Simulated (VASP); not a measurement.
Output of a VASP run:

File OSZICAR:
```
       N       E                     dE             d eps       ncg     rms          rms(c)
DAV:   1     0.288114658135E+03    0.28811E+03   -0.15132E+04   500   0.126E+03
DAV:   2    -0.747182012094E+01   -0.29559E+03   -0.28960E+03   548   0.355E+02
DAV:   3    -0.319800387247E+02   -0.24508E+02   -0.23715E+02   719   0.917E+01
DAV:   4    -0.326705031262E+02   -0.69046E+00   -0.68835E+00   598   0.159E+01
DAV:   5    -0.326892210322E+02   -0.18718E-01   -0.18699E-01   702   0.252E+00    0.218E+01
DAV:   6    -0.312425837641E+02    0.14466E+01   -0.23282E+01   700   0.323E+01    0.149E+01
DAV:   7    -0.304721900784E+02    0.77039E+00   -0.28032E+01   668   0.320E+01    0.103E+01
DAV:   8    -0.296932187890E+02    0.77897E+00   -0.15644E+00   658   0.100E+01    0.433E+00
DAV:   9    -0.296390964859E+02    0.54122E-01   -0.16089E+00   701   0.667E+00    0.265E+00
DAV:  10    -0.295750327164E+02    0.64064E-01   -0.27578E-01   695   0.364E+00    0.378E-01
DAV:  11    -0.295792718923E+02   -0.42392E-02   -0.91653E-03   681   0.661E-01    0.666E-01
DAV:  12    -0.295752382000E+02    0.40337E-02   -0.16833E-02   711   0.820E-01    0.214E-02
DAV:  13    -0.295752616275E+02   -0.23428E-04   -0.21350E-04   612   0.961E-02    0.149E-02
DAV:  14    -0.295752640633E+02   -0.24358E-05   -0.12459E-05   758   0.203E-02    0.184E-02
DAV:  15    -0.295752619213E+02    0.21420E-05   -0.89923E-06   663   0.211E-02    0.407E-03
DAV:  16    -0.295752619023E+02    0.19003E-07   -0.61991E-07   328   0.525E-03
   1 F= -.29575262E+02 E0= -.29540692E+02  d E =-.691401E-01
```

**OUTCAR**
```
------------------------ aborting loop because EDIFF is reached ----------------------------------------
  FORCE on cell =-STRESS in cart. coord.  units (eV):
  Direction    XX          YY          ZZ          XY          YZ          ZX
  --------------------------------------------------------------------------------------
  Total        1.5831844      1.5831844      1.5831844      0.0000000      0.0000000      0.0000000
  in kB       42.1098681     42.1098681     42.1098681      0.0000000      0.0000000      0.0000000
  external PRESSURE =      42.1098681 kB  Pullay stress =       0.0000000 kB
  volume of cell :       60.24
      direct lattice vectors                 reciprocal lattice vectors
     3.920000000  0.000000000  0.000000000     0.255102041  0.000000000  0.000000000
     0.000000000  3.920000000  0.000000000     0.000000000  0.255102041  0.000000000
     0.000000000  0.000000000  3.920000000     0.000000000  0.000000000  0.255102041
 POSITION                                       TOTAL-FORCE (eV/Angst)
 -----------------------------------------------------------------------------------
      0.00000      0.00000      0.00000         0.000000      0.000000      0.000000
      0.00000      1.96000      1.96000         0.000000      0.000000      0.000000
      1.96000      0.00000      1.96000         0.000000      0.000000      0.000000
      1.96000      1.96000      0.00000         0.000000      0.000000      0.000000
 -----------------------------------------------------------------------------------
    total drift:                                0.000000     -0.000000     -0.000000
  FREE ENERGIE OF THE ION-ELECTRON SYSTEM (eV)
  ---------------------------------------------------
  free  energy   TOTEN  =       -29.5752619023 eV

  energy  without entropy=      -29.5061217558  energy(sigma->0) =      -29.54069183
```
(Selected blocks of OUTCAR.)

POSCAR:
```
Pt3Ti
1
    3.9200000000     0.0000000000     0.0000000000
    0.0000000000     3.9200000000     0.0000000000
    0.0000000000     0.0000000000     3.9200000000
Ti Pt
1 3
Direct
  0.0000000000   0.0000000000   0.0000000000
  0.0000000000   0.5000000000   0.5000000000
  0.5000000000   0.0000000000   0.5000000000
  0.5000000000   0.5000000000   0.0000000000
```

### Question
Reconstruct the remaining input files.

### Answer
This is not unique; one that fits is the input of the run itself, PBE GGA, plane waves, VASP's PBE PAW potentials (set 64).

INCAR:
```
! general
SYSTEM =Pt3Ti
PREC   =Accurate
ENCUT  =300
LREAL  =.False.
LASPH  =.True.   ! aspherical one-centre terms

! electronic loop
EDIFF  =1E-6
NELM   =100   ! most electronic steps
ALGO   =Normal   ! blocked Davidson
LMAXMIX=6

! smearing
ISMEAR =-1   ! Fermi-Dirac
SIGMA  =0.1   ! width (eV)

! functional
GGA    =PE   ! PBE

! ions
ISIF   =2   ! forces and stress, cell fixed

! output
LWAVE  =.False.
LCHARG =.False.
```

### KPOINTS
```
Automatic
0
gamma
4 4 4
```

POTCAR, in this order: Ti_sv Pt (PBE.64 set). Program: vasp_std.

At this cut-off the stress carries a Pulay error, which pulls relaxed volumes low.

The structure is a typed Pt3Ti crystal (Pm-3m). The cell was not relaxed at this level. The k-mesh is coarse (spacing up to 0.40 per Å, 2π included), so the numbers may not be converged in it. The run is one of a series of settings (KPOINTS 4×4×4 Γ-centred mesh against the base run), some of them coarse on purpose.
